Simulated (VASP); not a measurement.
**Sc2I with vdW-DF-cx: from relaxation to properties**

Aim: relax Sc2I, then compute properties on the relaxed cell. The steps: rough relaxation of the start cell, relaxing cell and atoms (vdW-DF-cx), single point with fields (vdW-DF-cx), band structure (vdW-DF-cx), density of states (vdW-DF-cx), volume scan with vdW-DF-cx, fit for vdW-DF-cx, optical spectrum (vdW-DF-cx) and band structure (TB-mBJ). The cell is invented: other elements were put on sites of a known structure type. It may not be a known or stable phase. The atoms of the start are displaced at random from the sites of a P-3m1 cell.

Method: vdW-DF-cx; plane waves and PAW (Sc_sv, I), in the first sound run; inputs show where later runs differ, in VASP 6.6.1.

This is a report of a sequence of runs, with most program output left out.

**1. The structure**

Before any relaxation, the start is as follows. It takes space group P1 (No. 1, triclinic). Conventional cell: a = 3.611 Å, b = 3.611 Å, c = 6.006 Å, α = 90.00°, β = 90.00°, γ = 120.00°. Nearest to Sc lie 3 I at 2.59 to 2.63 Å. Nearest to Sc lie 3 I at 2.56 to 2.59 Å. Nearest to I lie 6 Sc at 2.56 to 2.63 Å. Farther neighbours and most contacts between anions are not listed.

**2. Rough relaxation of the start cell**

The start is only an estimate, so a cheap relaxation brings it near a minimum before any careful run. vdW-DF-cx takes its exchange from the same plasmon model as its correlation. LUSE_VDW switches on a nonlocal correlation term for dispersion.

The input, INCAR:

```
SYSTEM = Sc2I
PREC = Normal
ENCUT = 400
EDIFF = 1E-05
NELM = 60
ISMEAR = -1
SIGMA = 0.05
LREAL = .FALSE.
ALGO = Fast
GGA = CX
AGGAC = 0
LUSE_VDW = .TRUE.
LASPH = .TRUE.
NBANDS = 20
LORBIT = 11
LWAVE = .FALSE.
LCHARG = .FALSE.
IBRION = 2
NSW = 40
ISIF = 3
EDIFFG = -0.04
```

The input, POSCAR:

```
Sc2I
1.0
    3.6112583600      0.0000000000      0.0000000000
   -1.8056291800      3.1274414800      0.0000000000
    0.0000000000      0.0000000000      6.0059962400
Sc I
2 1
Direct
    0.6620500000      0.3284430000      0.2858910000
    0.0015590000      0.0078440000      0.7729020000
    0.3278290000      0.6687790000      0.0247310000
```

The input, KPOINTS:

```
Automatic mesh
0
Gamma
5 5 3
0 0 0
```

PAW data sets: Sc_sv and I (PBE family, release 64).

On the command line:

```sh
$ mpirun -np 1 vasp_std
```

It took 4.1 min on 1 MPI rank of Intel Xeon 6975P-C (Granite Rapids), shared host; peak memory 0.27 GiB.

This run has no spin polarisation. Its electron count is odd, so without a moment it is a metal by construction. The k-mesh is coarse for a metal. This relaxation is a rough one on cheap settings, only to bring the start near its minimum. The PAW data sets were made with PBE, which is usual practice but a small mismatch for other functionals. After so large a change of volume the plane waves of the start cell no longer fit, so the final stress carries a basis-set error.

Step by step:

```tsv
step	energy less that of the first step (eV)	largest force (eV/Å)	pressure (GPa)	volume (Å³)
1	0.0000	3.8650	18.41	67.83
2	-0.8693	1.0852	-7.59	96.62
3	-1.1311	1.4462	-2.72	84.55
4	-1.3930	1.4129	-1.98	81.44
5	-1.6829	0.2710	4.07	72.53
6	-1.7184	0.7925	1.35	75.61
7	-1.7305	0.5256	2.20	74.57
8	-1.8909	0.2578	1.32	75.27
9	-1.9254	0.8705	1.08	75.69
10	-2.0874	0.5284	-0.59	77.62
11	-2.0955	0.4531	-0.93	78.10
12	-2.1144	0.2272	0.04	76.40
13	-2.1162	0.1346	0.47	75.72
14	-2.1184	0.0145	-0.05	76.35
```

```tsv
cell as run	before	after	change
a (Å)	3.611	3.601	-0.3 %
b (Å)	3.611	3.600	-0.3 %
c (Å)	6.006	6.801	+13.2 %
α (°)	90.00	90.01	+0.0 %
volume (Å³/atom)	22.61	25.45	+12.6 %
```

The atoms that moved most (Å, as changes of fractional coordinates times the final cell):

```tsv
atom	dx	dy	dz	length
Sc2	-0.006	-0.017	-0.521	0.522
Sc1	-0.007	0.019	0.498	0.498
I3	0.013	-0.002	0.024	0.027
```

Final coordinates:

```cif
data_structure
_symmetry_space_group_name_H-M 'P 1'
_symmetry_Int_Tables_number 1
_cell_length_a 3.6009
_cell_length_b 3.6003
_cell_length_c 6.8007
_cell_angle_alpha 90.011
_cell_angle_beta 89.998
_cell_angle_gamma 120.002
_cell_volume 76.35
loop_
_atom_site_label
_atom_site_type_symbol
_atom_site_fract_x
_atom_site_fract_y
_atom_site_fract_z
_atom_site_occupancy
Sc1 Sc 0.66321 0.33455 0.35910 1
Sc2 Sc 0.99711 0.00242 0.69623 1
I3 I 0.33111 0.66810 0.02820 1
```

Numbers from this step:

```
electrons                       : 29
bands                           : 20
irreducible k-points            : 38
symmetry operations             : 1
free energy (TOTEN)             : -8.455 eV
energy at zero smearing         : -8.438 eV
Fermi energy                    : 5.866 eV
pressure                        : -0.05200 GPa
metallic                        : yes
SCF cycles over all ionic steps : 168
```

It ends with a largest force of 0.014 eV/Å and a pressure of -0.05 GPa.

**3. Relaxing cell and atoms (vdW-DF-cx)**

Properties are meant for the cell that this level of theory prefers, so cell and atoms are relaxed first (ISIF = 3) until forces and stress are small; EDIFFG sets the threshold.

The input, INCAR:

```
SYSTEM = Sc2I
PREC = Accurate
ENCUT = 400
EDIFF = 1E-06
NELM = 100
ISMEAR = -1
SIGMA = 0.05
LREAL = .FALSE.
ALGO = Normal
GGA = CX
AGGAC = 0
LUSE_VDW = .TRUE.
LASPH = .TRUE.
NBANDS = 20
LORBIT = 11
LWAVE = .FALSE.
LCHARG = .FALSE.
IBRION = 2
NSW = 60
ISIF = 3
EDIFFG = -0.01
```

The input, POSCAR:

```
Sc2I
1.0
    3.1182465500     -1.8002421100      0.0000000000
    3.1182465500      1.8002421100      0.0000000000
   -0.0009077200      0.0000000000      6.8007338200
Sc I
2 1
Direct
    0.3360618360      0.3360618360      0.3590965640
    0.0030466310      0.0030466310      0.6962277610
    0.6688856510      0.6688856510      0.0281996750
```

The input, KPOINTS:

```
Automatic mesh
0
Gamma
6 6 3
0 0 0
```

The cell reached was symmetrised within 0.01 Å before this step, which raises the operations from 1 to 2, which the run then keeps.

On the command line:

```sh
$ mpirun -np 1 vasp_std
```

Wall time 95 s (1 MPI rank); peak memory 0.37 GiB.

The run keeps the 2 symmetry operations of its start, so it cannot find a distortion of lower symmetry.

Relaxation path:

```tsv
step	energy less that of the first step (eV)	largest force (eV/Å)	pressure (GPa)	volume (Å³)
1	0.0000	0.0160	0.07	76.35
2	-0.0001	0.0115	-0.02	76.48
3	-0.0001	0.0112	-0.01	76.49
4	-0.0001	0.0086	-0.02	76.47
```

```tsv
cell as run	before	after	change
a (Å)	3.601	3.601	+0.0 %
b (Å)	3.601	3.601	+0.0 %
c (Å)	6.801	6.809	+0.1 %
volume (Å³/atom)	25.45	25.49	+0.2 %
```

The relaxed structure:

```xyz
3
Lattice="3.1187 -1.8005 0.0001 3.1187 1.8005 0.0001 -0.0007 0.0000 6.8091" Properties=species:S:1:pos:R:3 pbc="T T T"
Sc    2.0959    0.0000    2.4454
Sc    0.0178    0.0000    4.7415
I     4.1728    0.0000    0.1911
```

Numbers from this step:

| Property | Result |
| --- | --- |
| irreducible k-points | 34 |
| symmetry operations | 2 |
| free energy (TOTEN) | -8.473 eV |
| energy at zero smearing | -8.459 eV |
| Fermi energy | 5.893 eV |
| pressure | -0.01712 GPa |
| SCF cycles over all ionic steps | 27 |

It ends with a largest force of 0.009 eV/Å and a pressure of -0.02 GPa.

**4. Single point with fields (vdW-DF-cx)**

The relaxed cell gets a fresh self-consistent run, on a basis set for its own volume, to fix the density and to check the remaining stress.

Changes to INCAR since step 3:

```diff
@@ -16,6 +16,5 @@
 LWAVE = .FALSE.
-LCHARG = .FALSE.
-IBRION = 2
-NSW = 60
-ISIF = 3
-EDIFFG = -0.01
+LCHARG = .TRUE.
+ISIF = 2
+LELF = .TRUE.
+LVHAR = .TRUE.
```

The input, POSCAR:

```
Sc2I
1.0
    3.6011450400      0.0000000000      0.0000000000
   -1.8005725200      3.1186830900      0.0000000000
    0.0000000000      0.0000000000      6.8090887700
Sc I
2 1
Direct
    0.6666666670      0.3333333330      0.8310881260
    0.3333333330      0.6666666670      0.1689118740
    0.0000000000      0.0000000000      0.5000000000
```

KPOINTS is that of step 3.

The cell reached was symmetrised within 0.01 Å before this step, which raises the operations from 2 to 12, which the run then keeps.

On the command line:

```sh
$ mpirun -np 1 vasp_std
```

Wall time 33 s (1 MPI rank); peak memory 0.35 GiB.

This step gave:

```
SCF cycles           : 13
irreducible k-points : 17
symmetry operations  : 12
Fermi energy         : 5.896 eV
pressure             : -0.01824 GPa
```

Valence electrons inside each PAW sphere by angular momentum. Sphere charges, by row:

```tsv
atom	s (e)	p (e)	d (e)	tot (e)
Sc1	2.229	6.091	1.027	9.347
Sc2	2.229	6.091	1.027	9.347
I3	1.503	2.823	0.052	4.378
```

Valence density in the ac plane at fractional y = 0.000, with atoms of I within 0.2 Å of it. It is the smooth field of the valence electrons, not physical close to the nuclei.

Values in e/Å³, 24 rows by 14 columns, each cell a mean:
```
 0.09  0.09  0.10  0.11  0.11  0.12  0.13  0.14  0.13  0.12  0.11  0.10  0.10  0.09
 0.09  0.09  0.10  0.11  0.12  0.14  0.16  0.17  0.16  0.13  0.12  0.10  0.09  0.09
 0.08  0.09  0.09  0.10  0.13  0.17  0.22  0.24  0.21  0.16  0.12  0.10  0.09  0.09
 0.08  0.08  0.09  0.10  0.13  0.19  0.26  0.29  0.24  0.17  0.12  0.09  0.08  0.08
 0.08  0.08  0.09  0.10  0.12  0.17  0.22  0.24  0.21  0.15  0.11  0.09  0.09  0.08
 0.11  0.11  0.11  0.10  0.11  0.12  0.15  0.16  0.14  0.12  0.10  0.10  0.11  0.11
 0.21  0.20  0.17  0.14  0.12  0.10  0.10  0.10  0.10  0.11  0.12  0.15  0.18  0.20
 0.41  0.38  0.32  0.23  0.17  0.12  0.09  0.08  0.09  0.13  0.18  0.26  0.34  0.39
 0.64  0.62  0.54  0.39  0.25  0.15  0.10  0.09  0.11  0.18  0.28  0.44  0.56  0.63
 0.55  0.64  0.70  0.58  0.38  0.21  0.12  0.10  0.14  0.25  0.42  0.64  0.70  0.61
-0.02  0.26  0.62  0.68  0.47  0.26  0.14  0.12  0.16  0.30  0.52  0.70  0.55  0.18
-0.58 -0.14  0.47  0.70  0.52  0.28  0.15  0.12  0.18  0.34  0.57  0.68  0.34 -0.28
-0.30  0.06  0.55  0.69  0.50  0.27  0.15  0.12  0.17  0.32  0.55  0.70  0.45 -0.05
 0.44  0.57  0.70  0.61  0.40  0.22  0.13  0.11  0.15  0.26  0.45  0.67  0.68  0.53
 0.68  0.68  0.62  0.46  0.30  0.17  0.11  0.09  0.12  0.20  0.33  0.52  0.64  0.68
 0.48  0.45  0.38  0.27  0.19  0.12  0.09  0.08  0.10  0.14  0.20  0.31  0.40  0.46
 0.26  0.24  0.21  0.16  0.13  0.10  0.09  0.09  0.09  0.11  0.13  0.18  0.22  0.25
 0.13  0.13  0.12  0.11  0.11  0.11  0.13  0.14  0.12  0.11  0.11  0.11  0.12  0.13
 0.09  0.09  0.09  0.10  0.11  0.15  0.20  0.22  0.19  0.14  0.11  0.09  0.09  0.09
 0.08  0.08  0.09  0.10  0.13  0.19  0.26  0.28  0.24  0.17  0.12  0.09  0.08  0.08
 0.08  0.08  0.09  0.10  0.13  0.18  0.24  0.26  0.22  0.17  0.12  0.10  0.09  0.08
 0.09  0.09  0.09  0.11  0.12  0.15  0.18  0.19  0.17  0.14  0.12  0.10  0.09  0.09
 0.09  0.09  0.10  0.11  0.11  0.13  0.14  0.14  0.14  0.12  0.11  0.10  0.10  0.09
 0.09  0.10  0.10  0.11  0.11  0.12  0.13  0.13  0.13  0.12  0.11  0.10  0.10  0.09
```
Columns run along a (3.6 Å), rows up along c (6.8 Å). Atoms in or near the plane, at fractional coordinates: I at (0.00, 0.50).

Electrostatic potential energy in the ac plane at fractional y = 0.000, with atoms of I within 0.2 Å of it. With pseudopotentials it is smooth inside the atoms' cores, unlike the true potential.

Ten even steps from '0' (-91 eV) to '9' (4 eV), each cell a mean:
```
99999999999999
99999999999999
99999998999999
99999988899999
99999988899999
99999999999999
99999999999999
88999999999998
56789999999876
12478999998632
00158999998410
00048999997300
00158999997300
01378999998631
45689999999864
88899999999988
99999999999999
99999999999999
99999988899999
99999988899999
99999988999999
99999999999999
99999999999999
99999999999999
```
Columns run along a (3.6 Å; values clipped at the 3rd and 97th percentile), rows up along c (6.8 Å). Atoms in or near the plane, at fractional coordinates: I at (0.00, 0.50).

ELF in the ac plane at fractional y = 0.000, with atoms of I within 0.2 Å of it. It is the smooth field of the valence electrons, not physical close to the nuclei.

Ten even steps from '_' (0.05) to '@' (0.87), each cell a mean:
```
%%##**++--::......::--++####
##**++--::..______..::==++**
++==--::..__......__..::====
--::::..____......____..::::
......______......______....
::::..________________..::::
++++==--..__________..--++++
%%%%%%##==..______::++##%%%%
@@@@@@@@##==..__::++%%@@@@@@
%%@@@@@@@@**::..--##@@@@@@@@
##%%@@@@@@##::..--%%@@@@@@##
++**@@@@@@##::..==%%@@@@%%**
**##@@@@@@##::..==%%@@@@%%##
%%@@@@@@@@**::..--##@@@@@@%%
@@@@@@@@%%++..__::**%%@@@@@@
@@@@%%##++::____..--**%%%%@@
##****==::________..::++****
----::..______________..::--
......________..________....
::::..______......____....::
====--....__......__..::--==
****==--....______....--++**
####**==--........::--++**##
%%####++==::....::--==**##%%
```
Columns run along a (3.6 Å), rows up along c (6.8 Å). Atoms in or near the plane, at fractional coordinates: I at (0.00, 0.50).

In this run the pressure is -0.02 GPa, small enough to go on.

**5. Band structure (vdW-DF-cx)**

Levels along the symmetry lines show where the bands peak and cross; KPOINTS_OPT computes them in the converged potential.

Changes to INCAR since step 4:

```diff
@@ -13,8 +13,5 @@
 LASPH = .TRUE.
-NBANDS = 20
+NBANDS = 27
 LORBIT = 11
 LWAVE = .FALSE.
-LCHARG = .TRUE.
-ISIF = 2
-LELF = .TRUE.
-LVHAR = .TRUE.
+LCHARG = .FALSE.
```

POSCAR is that of step 4.

KPOINTS is that of step 4.

The input, KPOINTS_OPT:

```
Line mode
16
Line-mode
Reciprocal
  0.00000000   0.00000000   0.00000000 GAMMA
  0.50000000   0.00000000   0.00000000 M

  0.50000000   0.00000000   0.00000000 M
  0.33333333   0.33333333   0.00000000 K

  0.33333333   0.33333333   0.00000000 K
  0.00000000   0.00000000   0.00000000 GAMMA

  0.00000000   0.00000000   0.00000000 GAMMA
  0.00000000   0.00000000   0.50000000 A

  0.00000000   0.00000000   0.50000000 A
  0.50000000   0.00000000   0.50000000 L

  0.50000000   0.00000000   0.50000000 L
  0.33333333   0.33333333   0.50000000 H

  0.33333333   0.33333333   0.50000000 H
  0.00000000   0.00000000   0.50000000 A

  0.50000000   0.00000000   0.50000000 L
  0.50000000   0.00000000   0.00000000 M

  0.33333333   0.33333333   0.00000000 K
  0.33333333   0.33333333   0.50000000 H
```

On the command line:

```sh
$ mpirun -np 1 vasp_std
```

Wall time 69 s (1 MPI rank); peak memory 0.37 GiB.

Spin-orbit coupling is off here; with elements this heavy it splits and shifts levels by tenths of an eV or more.

Numbers from this step:

```yaml
bands: 27
pressure: -0.02446 GPa
```

Electronic bands along the path, in eV, zero at the Fermi level; # counts the bands kept:

```tsv
point	#3	#4	#5	#6	#7	#8	#9	#10
Γ	-2.16	-2.16	-0.45	0.96	0.96	1.25	1.25	1.50
0.53 of the way	-2.97	-2.26	-0.41	0.39	1.11	1.35	1.42	1.78
M	-3.49	-1.24	-0.35	-0.34	0.91	1.51	1.68	1.99
0.47 of the way	-4.54	-0.96	-0.24	-0.16	0.64	1.13	1.35	2.37
K	-5.04	-0.62	-0.08	-0.08	0.59	0.59	1.26	2.49
0.53 of the way	-3.42	-2.23	-0.30	0.39	1.17	1.26	1.43	1.51
Γ	-2.16	-2.16	-0.45	0.96	0.96	1.25	1.25	1.50
0.47 of the way	-2.18	-2.18	-0.70	1.03	1.03	1.32	1.32	1.60
A	-2.21	-1.80	-1.50	1.02	1.02	1.67	1.67	1.74
0.47 of the way	-2.84	-1.61	-0.78	0.24	0.84	1.25	1.43	1.78
L	-3.46	-1.28	-0.68	-0.16	0.84	1.01	1.03	2.91
0.47 of the way	-4.54	-1.02	-0.58	-0.17	1.02	1.08	1.52	2.38
H	-5.07	-0.48	-0.42	-0.42	1.15	1.15	1.49	2.71
0.53 of the way	-3.45	-1.53	-0.57	0.11	0.73	1.22	1.69	1.93
A	-2.21	-1.80	-1.50	1.02	1.02	1.67	1.67	1.74
jump to L	-3.46	-1.28	-0.68	-0.16	0.84	1.01	1.03	2.91
0.53 of the way	-3.48	-1.24	-0.53	-0.29	0.99	1.18	1.27	2.42
M	-3.49	-1.24	-0.35	-0.34	0.91	1.51	1.68	1.99
jump to K	-5.04	-0.62	-0.08	-0.08	0.59	0.59	1.26	2.49
0.47 of the way	-5.05	-0.56	-0.27	-0.27	0.87	0.87	1.35	2.51
H	-5.07	-0.48	-0.42	-0.42	1.15	1.15	1.49	2.71
```

Of the projections kept (Sc, I), the largest for each band there; the rest of the weight can lie on other orbitals:

```tsv
point	#3	#4	#5	#6	#7	#8	#9	#10
Γ	I 0.91	I 0.91	Sc 0.92	Sc 0.98	Sc 0.98	Sc 0.98	Sc 0.98	Sc 0.93
M	I 0.89	Sc 0.96	Sc 0.98	Sc 0.93	Sc 0.79	Sc 1.00	Sc 0.94	Sc 0.85
K	I 0.83	Sc 0.99	Sc 0.97	Sc 0.97	Sc 0.90	Sc 0.90	Sc 0.94	Sc 0.98
Γ	I 0.91	I 0.91	Sc 0.92	Sc 0.98	Sc 0.98	Sc 0.98	Sc 0.98	Sc 0.93
A	I 0.87	Sc 0.63	Sc 0.95	Sc 0.99	Sc 0.99	Sc 0.89	Sc 0.89	Sc 1.00
L	I 0.91	Sc 0.95	Sc 0.97	Sc 1.00	Sc 0.90	Sc 0.98	Sc 0.89	Sc 1.00
```

There is no gap at this level.

**6. Density of states (vdW-DF-cx)**

Here the states are counted by energy and projected on the atoms. The mesh is finer than in the run before.

Changes to INCAR since step 5:

```diff
@@ -5,3 +5,3 @@
 NELM = 100
-ISMEAR = -1
+ISMEAR = -5
 SIGMA = 0.05
@@ -17 +17,2 @@
 LCHARG = .FALSE.
+NEDOS = 2001
```

POSCAR is that of step 5.

The input, KPOINTS:

```
Automatic mesh
0
Gamma
9 9 4
0 0 0
```

On the command line:

```sh
$ mpirun -np 1 vasp_std
```

Elapsed: 42 s, on 1 MPI rank; peak memory 0.38 GiB.

With tetrahedra the forces and stress of a metal are not exact derivatives of the energy.

This step gave:

```yaml
irreducible_k_points: 43
free_energy_toten: -8.466 eV
fermi_energy: 5.863 eV
pressure: -0.04113 GPa
dos_at_the_fermi_level: 3.252 states/eV/cell
```

The density of states has structure finer than the step of the table below, so its rows give means over 0.5 eV, whole bins alone (the curve runs from -12.0 to 2.45 eV). Peaks (eV: height): total -5.14: 4.81, -0.39: 6.20, -0.11: 7.54, 1.09: 10.4, 1.22: 9.90, 1.50: 10.1, 2.33: 5.87; Sc d -0.39: 2.98, -0.11: 3.71, 1.09: 6.84, 1.22: 7.13, 1.50: 7.08, 2.33: 4.48; I p -6.59: 0.885, -5.42: 1.78, -5.23: 2.12, -5.14: 2.14, -5.08: 1.86, -3.43: 0.746, -2.80: 0.782.

States under -12.0 eV and over 2.5 eV are left out. Density of states against energy, zero at the Fermi level; means over each step; values in states/eV/cell:

```tsv
energy (eV)	total	Sc d	I p
-7.5	0	0	0
-7.0	0.475	0.00922	0.191
-6.5	1.86	0.0331	0.732
-6.0	1.52	0.0318	0.597
-5.5	2.06	0.0897	0.888
-5.0	1.94	0.0969	0.870
-4.5	0.705	0.0285	0.327
-4.0	0.917	0.0418	0.446
-3.5	1.24	0.0613	0.628
-3.0	0.893	0.0492	0.448
-2.5	0.792	0.0473	0.281
-2.0	0.795	0.0645	0.109
-1.5	1.30	0.234	0.0497
-1.0	1.54	0.470	0.0187
-0.5	3.66	1.70	0.0605
0.0	3.31	1.67	0.0267
0.5	1.08	0.652	0.00753
1.0	7.08	4.48	0.0357
1.5	5.86	4.17	0.0879
2.0	3.39	2.44	0.0698
```

The finer mesh and the other smearing move the Fermi level by -0.03 eV from the 6×6×3 run, a small shift, which tests the Fermi level alone. Of the states within 0.3 eV of the Fermi level, the largest shares in the PAW spheres are Sc d 50 %. The rest lies in smaller channels or between the spheres.

**7. Volume scan with vdW-DF-cx, volume scale 0.94**

An equation of state needs energies on both sides of the minimum, all on one mesh and cutoff.

The input, INCAR:

```
SYSTEM = Sc2I
PREC = Accurate
ENCUT = 400
EDIFF = 1E-06
NELM = 100
ISMEAR = -1
SIGMA = 0.05
LREAL = .FALSE.
ALGO = Normal
GGA = CX
AGGAC = 0
LUSE_VDW = .TRUE.
LASPH = .TRUE.
NBANDS = 20
LORBIT = 11
LWAVE = .FALSE.
LCHARG = .FALSE.
ISIF = 2
```

The input, POSCAR:

```
Sc2I
1.0
    3.5276316567      0.0000000000      0.0000000000
   -1.7638158283      3.0550186325      0.0000000000
    0.0000000000      0.0000000000      6.6700887721
Sc I
2 1
Direct
    0.6666666670      0.3333333330      0.8310881260
    0.3333333330      0.6666666670      0.1689118740
    0.0000000000      0.0000000000      0.5000000000
```

The input, KPOINTS:

```
Automatic mesh
0
Gamma
6 6 3
0 0 0
```

On the command line:

```sh
$ mpirun -np 1 vasp_std
```

Run time: 30 s. Hardware: 1 MPI rank; peak memory 0.35 GiB.

The scan keeps the cell's shape and the fractional positions fixed.

This step gave:

- bands: 20
- irreducible k-points: 17
- free energy (TOTEN): -8.420 eV
- energy at zero smearing: -8.405 eV
- Fermi energy: 6.423 eV
- pressure: 3.774 GPa

The pressure here is 3.77 GPa.

**8. Volume scan with vdW-DF-cx, volume scale 0.96**

INCAR is that of step 7.

The input, POSCAR:

```
Sc2I
1.0
    3.5524749516      0.0000000000      0.0000000000
   -1.7762374758      3.0765335570      0.0000000000
    0.0000000000      0.0000000000      6.7170627759
Sc I
2 1
Direct
    0.6666666670      0.3333333330      0.8310881260
    0.3333333330      0.6666666670      0.1689118740
    0.0000000000      0.0000000000      0.5000000000
```

KPOINTS is that of step 7.

On the command line:

```sh
$ mpirun -np 1 vasp_std
```

The job ended after 29 s (1 MPI rank; peak memory 0.36 GiB).

This step gave:

* free energy (TOTEN): -8.450 eV
* energy at zero smearing: -8.435 eV
* Fermi energy: 6.241 eV
* pressure: 2.378 GPa

The pressure falls from 3.77 to 2.38 GPa.

The run ends at a pressure of 2.38 GPa, with forces up to 0.021 eV/Å.

**9. Volume scan with vdW-DF-cx, volume scale 0.98**

INCAR is that of step 8.

The input, POSCAR:

```
Sc2I
1.0
    3.5769755531      0.0000000000      0.0000000000
   -1.7884877766      3.0977517003      0.0000000000
    0.0000000000      0.0000000000      6.7633888107
Sc I
2 1
Direct
    0.6666666670      0.3333333330      0.8310881260
    0.3333333330      0.6666666670      0.1689118740
    0.0000000000      0.0000000000      0.5000000000
```

KPOINTS is that of step 8.

On the command line:

```sh
$ mpirun -np 1 vasp_std
```

Wall time 30 s (1 MPI rank); peak memory 0.36 GiB.

The pressure falls from 2.38 to 1.12 GPa.

The run ends at a pressure of 1.12 GPa, with forces up to 0.0017 eV/Å.

**10. Volume scan with vdW-DF-cx, volume scale 1**

INCAR is that of step 9.

The input, POSCAR:

```
Sc2I
1.0
    3.6011450400      0.0000000000      0.0000000000
   -1.8005725200      3.1186830900      0.0000000000
    0.0000000000      0.0000000000      6.8090887700
Sc I
2 1
Direct
    0.6666666670      0.3333333330      0.8310881260
    0.3333333330      0.6666666670      0.1689118740
    0.0000000000      0.0000000000      0.5000000000
```

KPOINTS is that of step 9.

On the command line:

```sh
$ mpirun -np 1 vasp_std
```

The job ended after 28 s (1 MPI rank; peak memory 0.36 GiB).

The pressure falls from 1.12 to -0.02 GPa.

The run ends at a pressure of -0.02 GPa, with forces up to 0.026 eV/Å.

(Part 1 of 2 ends here.)

[Lines on the potential files, build, host, timing and source positions are cut from VASP's logs without a mark.]

[Logs are printed without paths, hosts, clocks, repeated set-up lines and the standing remarks that a program may print on its own settings, such as how far it seeks lower states.]

[Hosts, paths, dates, database ids (printed as entryN), source tags and the programs' standing remarks are cut or masked in the printed files.]

[A measured line is paired with the nearest computed mode of its activity, which favours agreement.]
